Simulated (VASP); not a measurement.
Data:

```
CELL_PARAMETERS angstrom
      1.51413    -2.62255     0.00000
      1.51413     2.62255     0.00000
      0.00000     0.00000     4.97138
ATOMIC_POSITIONS crystal
  Si 0.66667 0.33333 0.49960
  Si 0.33333 0.66667 0.99960
  C  0.66667 0.33333 0.87540
  C  0.33333 0.66667 0.37540
```

All values below come from r2SCAN meta-GGA, VASP's PBE PAW potentials (set 64) (plane waves; VASP). Run with 600 eV cut-off, 8×8×4 Γ-centred mesh, Gaussian smearing of 0.050 eV, potentials Si C.

Q: Give the stress tensor in GPa (positive for a compressed cell).

A: 
```
11.23   0.00   0.00
 0.00  11.23   0.00
 0.00   0.00  10.84
```
The pressure is its mean diagonal, 11.10 GPa.

The compound is SiC in the wurtzite structure, the rare 2H polytype. This cell was strained or had an atom moved on purpose.
